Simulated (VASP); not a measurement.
A run of VASP 6.6.1 is set up as follows.

INCAR

```
ALGO = Fast
EDIFF = 1E-7
ENCUT = 350
GGA = PE
ISIF = 2
ISMEAR = 0
LASPH = True
LCHARG = False
LREAL = False
LWAVE = False
NELM = 100
PREC = Accurate
SIGMA = 0.02
```

KPOINTS

```
k-points
0
Gamma
  8 8 8
```

POSCAR

```
ZnS
1.0
    0.0000000000      2.7020000000      2.7020000000
    2.7020000000      0.0000000000      2.7020000000
    2.7020000000      2.7020000000      0.0000000000
Zn S
1 1
Direct
    0.2500000000      0.2500000000      0.2500000000
    0.0000000000      0.0000000000      0.0000000000
```

Potentials or basis: VASP PAW PBE potentials, release 64 (Zn, S).

Launch:

```sh
$ cat potpaw_PBE.64/Zn/POTCAR potpaw_PBE.64/S/POTCAR > POTCAR
$ mpirun -np 1 vasp_std > vasp.out
```

(1) Predict the pressure.

(2) Estimate the band gap on the k mesh.

Answers

(1) 1.6 GPa.

(2) 2.11 eV, direct.

**Measured values to compare with.**

“Electronic, vibrational, and thermodynamic properties of ZnS (zincblende and rocksalt structure)”, 2009, arxiv:0911.5022 quotes, for a bulk crystal of ZnS at 19 K: band gap 3.85 eV (direct).

Measured gap of ZnS: 3.85 eV (direct; 19 K; quoted in “Electronic, vibrational, and thermodynamic properties of ZnS (zincblende and rocksalt structure)”, 2009, arxiv:0911.5022). This calculation gives 2.11 eV (-1.74 eV). The value is that of PBE, without temperature or zero-point motion. Semilocal functionals fall short of measured gaps as a rule.
